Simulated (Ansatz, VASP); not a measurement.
# CoRu3N in two plane-wave programs, part 2 of 2

Wanted: the spread between two codes on one cell, functional and k mesh. The cell is taken from a series of runs on this material, whose earlier steps may have relaxed, scaled, displaced or heated it; both programs get it as it stands.

VASP 6.6.1 and Ansatz 0.2.0.

So far: Set-up; Ansatz: relaxation of cell and atoms, PBE.

The structure was built from a prototype and need not be the compound's stable phase.

**3. VASP: relaxation of cell and atoms, PBE**

Level of this step: PBE, spin-polarised from a ferromagnetic start; plane waves and PAW (Ru_pv, Co, N) (VASP).

The same cell, functional, mesh and smearing now go to VASP, with its own data sets.

Lines of VASP's logs that name or quote its potential files are left out, and so is its time.

INCAR

```
SYSTEM = CoRu3N
PREC = Accurate
ENCUT = 600
EDIFF = 1E-07
NELM = 200
ISMEAR = -1
SIGMA = 0.15
LREAL = .FALSE.
ALGO = Normal
GGA = PE
NBANDS = 39
ISPIN = 2
MAGMOM = 0.24 0.24 0.24 1.97 -0.01
LASPH = .TRUE.
LMAXMIX = 4
LORBIT = 11
LWAVE = .FALSE.
LCHARG = .FALSE.
ISIF = 3
IBRION = 2
NSW = 80
EDIFFG = -0.005
GGA_COMPAT = .FALSE.
NELMIN = 4
KPAR = 2
```

POSCAR

```
CoRu3N
1.0
    3.9711080000      0.0000000000      0.0000000000
    0.0000000000      3.9711080000      0.0000000000
    0.0000000000      0.0000000000      3.9711080000
Ru Co N
3 1 1
Direct
    0.0000000000      0.5000000000      0.5000000000
    0.5000000000      0.5000000000      0.0000000000
    0.5000000000      0.0000000000      0.5000000000
    0.0000000000      0.0000000000      0.0000000000
    0.5000000000      0.5000000000      0.5000000000
```

KPOINTS

```
Automatic mesh
0
Gamma
6 6 6
0 0 0
```

The projector-augmented-wave data sets are Ru_pv, Co and N (PBE family, release 64).

Launch:

```
$ mpirun -np 2 vasp_std
```

Numbers of over 12 decimals in the logs are rounded to 6 here.

The program printed:

```text
[banner, memory and clock lines left out]
running    2 mpi-ranks, on    1 nodes
 distrk:  each k-point on    1 cores,    2 groups
 distr:  one band on    1 cores,    1 groups

 POSCAR found type information on POSCAR RuCoN
 POSCAR found :  3 types and       5 ions
 LDA part: xc-table for (Slater+PW92), standard interpolation
 POSCAR, INCAR and KPOINTS ok, starting setup
 FFT: planning ... GRIDC
 FFT: planning ... GRID_SOFT
 FFT: planning ... GRID
 WAVECAR not read
 entering main loop
       N       E                     dE             d eps       ncg     rms          rms(c)
DAV:   1     0.691008352348E+03    0.69101E+03   -0.33063E+04  3168   0.182E+03
DAV:   2    -0.455380485443E+01   -0.69556E+03   -0.66993E+03  3232   0.515E+02
DAV:   3    -0.456838791636E+02   -0.41130E+02   -0.38600E+02  3540   0.132E+02
DAV:   4    -0.468080388547E+02   -0.11242E+01   -0.11202E+01  3435   0.221E+01
DAV:   5    -0.468504354471E+02   -0.42397E-01   -0.42389E-01  4539   0.397E+00    0.391E+01
DAV:   6    -0.678287263147E+02   -0.20978E+02   -0.20555E+02  3659   0.124E+02    0.545E+01
DAV:   7    -0.423699586116E+02    0.25459E+02   -0.36241E+01  3799   0.561E+01    0.144E+01
DAV:   8    -0.454840485211E+02   -0.31141E+01   -0.22343E+01  4155   0.460E+01    0.322E+01
DAV:   9    -0.415636832443E+02    0.39204E+01   -0.32607E+01  4085   0.208E+01    0.713E+00
DAV:  10    -0.415158523637E+02    0.47831E-01   -0.20306E-01  3534   0.313E+00    0.426E+00
DAV:  11    -0.414889600109E+02    0.26892E-01   -0.27536E-02  3892   0.116E+00    0.329E+00
DAV:  12    -0.414745367477E+02    0.14423E-01   -0.61737E-03  4746   0.460E-01    0.268E+00
DAV:  13    -0.414851200083E+02   -0.10583E-01   -0.11070E-02  3939   0.741E-01    0.338E+00
DAV:  14    -0.414861382266E+02   -0.10182E-02   -0.21749E-03  4401   0.391E-01    0.359E+00
[...]
DAV:  20    -0.415031724090E+02    0.36323E-03   -0.24285E-03  4262   0.250E-01    0.155E-01
DAV:  21    -0.415030869313E+02    0.85478E-04   -0.37075E-04  4159   0.215E-01    0.228E-01
DAV:  22    -0.415031864088E+02   -0.99477E-04   -0.18916E-04  3786   0.156E-01    0.161E-01
DAV:  23    -0.415031387172E+02    0.47692E-04   -0.47649E-04  4169   0.132E-01    0.441E-02
DAV:  24    -0.415031324874E+02    0.62297E-05   -0.35659E-05  3840   0.708E-02    0.309E-02
DAV:  25    -0.415031370122E+02   -0.45248E-05   -0.20555E-05  4048   0.523E-02    0.543E-03
DAV:  26    -0.415031368817E+02    0.13057E-06   -0.90819E-07  3719   0.544E-03    0.277E-03
DAV:  27    -0.415031368556E+02    0.26113E-07   -0.12377E-07  2141   0.309E-03
   1 F= -.41503137E+02 E0= -.41252479E+02  d E =-.415031E+02  mag=     2.7517
 curvature:   0.00 expect dE= 0.000E+00 dE for cont linesearch  0.000E+00
 trial: gam= 0.00000 g(F)=  0.000E+00 g(S)=  0.152E-03 ort = 0.000E+00 (trialstep = 0.100E+01)
 search vector abs. value=  0.152E-03
 bond charge predicted
       N       E                     dE             d eps       ncg     rms          rms(c)
DAV:   1    -0.415072163115E+02   -0.40794E-02   -0.70751E-02  3316   0.224E+00    0.598E-01
DAV:   2    -0.415166376902E+02   -0.94214E-02   -0.56076E-02  4323   0.220E+00    0.209E+00
DAV:   3    -0.415049096375E+02    0.11728E-01   -0.71626E-02  3901   0.242E+00    0.738E-01
DAV:   4    -0.415030541560E+02    0.18555E-02   -0.61951E-03  3802   0.776E-01    0.114E-01
DAV:   5    -0.415030747808E+02   -0.20625E-04   -0.15467E-04  3414   0.717E-02    0.105E-01
DAV:   6    -0.415030584077E+02    0.16373E-04   -0.34263E-05  4380   0.460E-02    0.468E-02
DAV:   7    -0.415030576140E+02    0.79366E-06   -0.15868E-05  4289   0.306E-02    0.860E-03
DAV:   8    -0.415030597587E+02   -0.21447E-05   -0.18081E-06  3546   0.785E-03    0.494E-03
DAV:   9    -0.415030597351E+02    0.23630E-07   -0.26464E-07  2601   0.610E-03
   2 F= -.41503060E+02 E0= -.41252579E+02  d E =0.771204E-04  mag=     2.7385
 trial-energy change:    0.000077  1 .order    0.000069   -0.000152    0.000291
 step:   0.3207(harm=  0.3432)  dis= 0.00000  next Energy=   -41.503161 (dE=-0.241E-04)
 bond charge predicted
       N       E                     dE             d eps       ncg     rms          rms(c)
DAV:   1    -0.415050878154E+02   -0.20281E-02   -0.32632E-02  3330   0.152E+00    0.406E-01
DAV:   2    -0.415097035145E+02   -0.46157E-02   -0.25218E-02  4323   0.153E+00    0.144E+00
DAV:   3    -0.415039927371E+02    0.57108E-02   -0.30023E-02  3863   0.170E+00    0.492E-01
DAV:   4    -0.415031772126E+02    0.81552E-03   -0.28100E-03  3802   0.518E-01    0.862E-02
DAV:   5    -0.415031769380E+02    0.27459E-06   -0.69932E-05  3423   0.478E-02    0.716E-02
DAV:   6    -0.415031629884E+02    0.13950E-04   -0.18995E-05  4265   0.316E-02    0.291E-02
DAV:   7    -0.415031598193E+02    0.31691E-05   -0.62062E-06  3985   0.182E-02    0.601E-03
DAV:   8    -0.415031591947E+02    0.62459E-06   -0.76937E-07  3277   0.560E-03    0.314E-03
DAV:   9    -0.415031591064E+02    0.88295E-07   -0.99936E-08  2176   0.384E-03
   3 F= -.41503159E+02 E0= -.41252550E+02  d E =-.222508E-04  mag=     2.7475
 curvature:  -0.17 expect dE=-0.937E-07 dE for cont linesearch -0.937E-07
 trial: gam= 0.00000 g(F)=  0.210E-63 g(S)=  0.547E-06 ort =-0.912E-05 (trialstep = 0.864E+00)
 search vector abs. value=  0.547E-06
 reached required accuracy - stopping structural energy minimisation
```

OUTCAR, selected parts (step 3):

```text
ion  position               nearest neighbor table
   1  0.000  0.500  0.500-   5 1.99   5 1.99   4 2.81   2 2.81   2 2.81   4 2.81   3 2.81   4 2.81
                             4 2.81   2 2.81   3 2.81   3 2.81   2 2.81   3 2.81
   2  0.500  0.500  0.000-   5 1.99   5 1.99   4 2.81   1 2.81   1 2.81   3 2.81   3 2.81   3 2.81
                             4 2.81   3 2.81   1 2.81   4 2.81   1 2.81   4 2.81
   3  0.500  0.000  0.500-   5 1.99   5 1.99   4 2.81   1 2.81   2 2.81   4 2.81   1 2.81   2 2.81
                             2 2.81   2 2.81   1 2.81   4 2.81   4 2.81   1 2.81
   4  0.000  0.000  0.000-   1 2.81   2 2.81   3 2.81   1 2.81   3 2.81   1 2.81   2 2.81   1 2.81
                             2 2.81   3 2.81   3 2.81   2 2.81
   5  0.500  0.500  0.500-   1 1.99   2 1.99   3 1.99   2 1.99   3 1.99   1 1.99

  LATTYP: Found a simple cubic cell.
 ALAT       =     3.9711080000

 Subroutine GETGRP returns: Found 48 space group operations
 (whereof 48 operations were pure point group operations)

The static configuration has the point symmetry O_h .

 Found     20 irreducible k-points:

   k-points           NKPTS =     20   k-points in BZ     NKDIM =     20   number of bands    NBANDS=     39

   dimension x,y,z NGX =    32 NGY =   32 NGZ =   32
   dimension x,y,z NGXF=    64 NGYF=   64 NGZF=   64

   ENCUT  =  600.0 eV  44.10 Ry    6.64 a.u.   7.93  7.93  7.93*2*pi/ulx,y,z

   NELECT =      56.0000    total number of electrons

 k-points in reciprocal lattice and weights: Automatic mesh
   0.00000000  0.00000000  0.00000000       0.005
   0.16666667  0.00000000  0.00000000       0.028
   0.33333333  0.00000000  0.00000000       0.028
   0.50000000  0.00000000  0.00000000       0.014
   0.16666667  0.16666667  0.00000000       0.056
   0.33333333  0.16666667  0.00000000       0.111
   0.50000000  0.16666667  0.00000000       0.056
   0.33333333  0.33333333  0.00000000       0.056
   0.50000000  0.33333333  0.00000000       0.056
[...]
0.50000000  0.50000000  0.33333333       0.028
   0.50000000  0.50000000  0.50000000       0.005

 average (electrostatic) potential at core
       1 -69.2549       2 -69.2549       3 -69.2549       4 -77.7559       5 -60.4111

 E-fermi :  10.8552

 spin component 1
 k-point     1 :       0.0000    0.0000    0.0000
  band No.  band energies     occupation
    ...
     25      10.0860      0.99411
     26      10.0860      0.99411
     27      10.7485      0.67065
     28      10.7485      0.67065
     29      10.7485      0.67065
     30      11.8826      0.00106
     31      11.8826      0.00106
     32      11.8826      0.00106
     33      11.8922      0.00099
     34      14.8389      0.00000
    ...

 k-point     2 :       0.1667    0.0000    0.0000
  band No.  band energies     occupation
    ...
     25      10.0231      0.99612
     26      10.3256      0.97155
     27      10.3496      0.96678
     28      10.3496      0.96678
     29      10.7202      0.71088
     30      11.6167      0.00620
     31      11.6389      0.00535
     32      11.6389      0.00535
     33      11.8833      0.00105
     34      14.3637      0.00000
    ...

 k-point     3 :       0.3333    0.0000    0.0000
  band No.  band energies     occupation
    ...
     25       9.7227      0.99947
     26       9.7735      0.99926
     27       9.7735      0.99926
     28       9.8580      0.99871
     29      10.6707      0.77380
     30      10.9380      0.36542
     31      11.1864      0.09902
     32      11.1864      0.09902
     33      11.8847      0.00104
     34      14.4114      0.00000
    ...

 k-point     4 :       0.5000    0.0000    0.0000
  band No.  band energies     occupation
    ...
     26       9.6994      0.99955
     27       9.7326      0.99944
     28       9.8301      0.99892
     29      10.4474      0.93813
     30      10.6490      0.79810
     31      10.9101      0.40941
     32      10.9101      0.40941
     33      11.8854      0.00104
     34      14.5575      0.00000
     35      15.6840      0.00000
    ...

 k-point     5 :       0.1667    0.1667    0.0000
  band No.  band energies     occupation
    ...
     25       9.7082      0.99952
     26       9.9568      0.99750
     27      10.0527      0.99527
     28      10.6084      0.83828
     29      10.6870      0.75415
     30      11.3057      0.04727
     31      11.5235      0.01148
     32      11.7713      0.00222
     33      12.1263      0.00021
     34      14.5808      0.00000
    ...

 k-point     6 :       0.3333    0.1667    0.0000
  band No.  band energies     occupation
    ...
     26       9.5968      0.99977
     27       9.8443      0.99882
     28      10.5059      0.91122
     29      10.6272      0.82053
     30      10.8250      0.55007
     31      11.0527      0.21134
     32      11.7688      0.00226
     33      12.0092      0.00046
     34      14.7035      0.00000
     35      15.4103      0.00000
    ...

  Total        0.0043462      0.0043462      0.0043462     -0.0000000      0.0000000      0.0000000
  in kB        0.1112688      0.1112688      0.1112688     -0.0000000      0.0000000      0.0000000
  external PRESSURE =       0.1112688 kB  Pullay stress =       0.0000000 kB

  energy-cutoff  :      600.00
  volume of cell :       62.58
      direct lattice vectors                 reciprocal lattice vectors
     3.970217356 -0.000000000 -0.000000000     0.251875379  0.000000000  0.000000000
    -0.000000000  3.970217356  0.000000000     0.000000000  0.251875379 -0.000000000
    -0.000000000  0.000000000  3.970217356     0.000000000 -0.000000000  0.251875379

 POSITION                                       TOTAL-FORCE (eV/Angst)
 -----------------------------------------------------------------------------------
     -0.00000      1.98511      1.98511         0.000000      0.000000      0.000000
      1.98511      1.98511     -0.00000        -0.000000     -0.000000      0.000000
      1.98511     -0.00000      1.98511        -0.000000      0.000000      0.000000
      0.00000      0.00000      0.00000        -0.000000     -0.000000      0.000000
      1.98511      1.98511      1.98511         0.000000     -0.000000      0.000000
 -----------------------------------------------------------------------------------
    total drift:                                0.000000     -0.000000     -0.000000

  FREE ENERGIE OF THE ION-ELECTRON SYSTEM (eV)
  ---------------------------------------------------
  free  energy   TOTEN  =       -41.5031591064 eV

  energy  without entropy=      -41.0019418883  energy(sigma->0) =      -41.25255050

 reached required accuracy - stopping structural energy minimisation

 total charge
# of ion       s       p       d       tot
------------------------------------------
    1        0.336   6.287   6.021  12.645
    2        0.336   6.287   6.021  12.645
    3        0.336   6.287   6.021  12.645
    4        0.389   0.372   7.155   7.916
    5        1.251   2.530   0.000   3.780
--------------------------------------------------
tot          2.649  21.762  25.219  49.630

 magnetization (x)
# of ion       s       p       d       tot
------------------------------------------
    1       -0.004  -0.004   0.303   0.295
    2       -0.004  -0.004   0.303   0.295
    3       -0.004  -0.004   0.303   0.295
    4        0.006   0.006   1.903   1.915
    5        0.001  -0.018   0.000  -0.017
--------------------------------------------------
tot         -0.007  -0.024   2.812   2.781

[... 6 further parts left out ...]
```

CONTCAR:

```
CoRu3N
   1.00000000000000
     3.9702173563567458   -0.0000000000000000   -0.0000000000000000
    -0.0000000000000000    3.9702173563567458    0.0000000000000000
    -0.0000000000000000    0.0000000000000000    3.9702173563567458
  Ru              Co              N
     3     1     1
Direct
     0.0000000000000000    0.5000000000000000    0.5000000000000000
     0.5000000000000000    0.5000000000000000    0.0000000000000000
     0.5000000000000000    0.0000000000000000    0.5000000000000000
     0.0000000000000000    0.0000000000000000    0.0000000000000000
     0.5000000000000000    0.5000000000000000    0.5000000000000000
```

The cell holds one magnetic atom, so no antiferromagnetic order fits into it. The k-mesh is coarse for a metal. The run keeps the 48 symmetry operations of its start, so it cannot find a distortion of lower symmetry.

**4. Side by side**

Known differences besides the potentials themselves: VASP starts from the moments at which Ansatz ended; the data sets hold 70 valence electrons in Ansatz (on its default PAW (the set named soft_2) files) and 56 in VASP; the cutoff is 420 eV in Ansatz and 600 eV in VASP; Ansatz adds a Pulay correction to the stress that steers its cell, VASP none; site moments are counted in spheres of each program's own size. Total energies have different zeros and are not compared.

The two programs side by side:

```csv
quantity,Ansatz,VASP,difference
volume (Å³),62.62,62.58,+0.07 %
"edge a after relaxation, in the typed setting (Å)",3.971,3.970,+0.02 %
total moment (μB),2.80,2.75,+0.06
moment on Co4 (μB),1.97,1.92,+0.06
moment on Ru1 (μB),0.24,0.29,-0.05
moment on Ru2 (μB),0.24,0.29,-0.05
moment on Ru3 (μB),0.24,0.29,-0.05
```

**5. What came out**

```yaml
difference_in_volume_relaxation_of_cell_and_atoms_pbe: 0.067 %
```

The difference in volume is 0.067 % (relaxation of cell and atoms, PBE), within the 1.2 % picked in this series as the mark of a large difference, as far as the stopping tolerances let one tell. The data sets hold unlike numbers of valence electrons (70 in Ansatz and 56 in VASP), so part of the differences comes from the potentials. How closely two codes agree says nothing of how well the functional describes the real material.

[Lines on the potential files, build, host, timing and source positions are cut from VASP's logs without a mark.]

[Logs are printed without paths, hosts, clocks, repeated set-up lines and the standing remarks that a program may print on its own settings, such as how far it seeks lower states.]

[Hosts, paths, dates, database ids (printed as entryN), source tags and the programs' standing remarks are cut or masked in the printed files.]
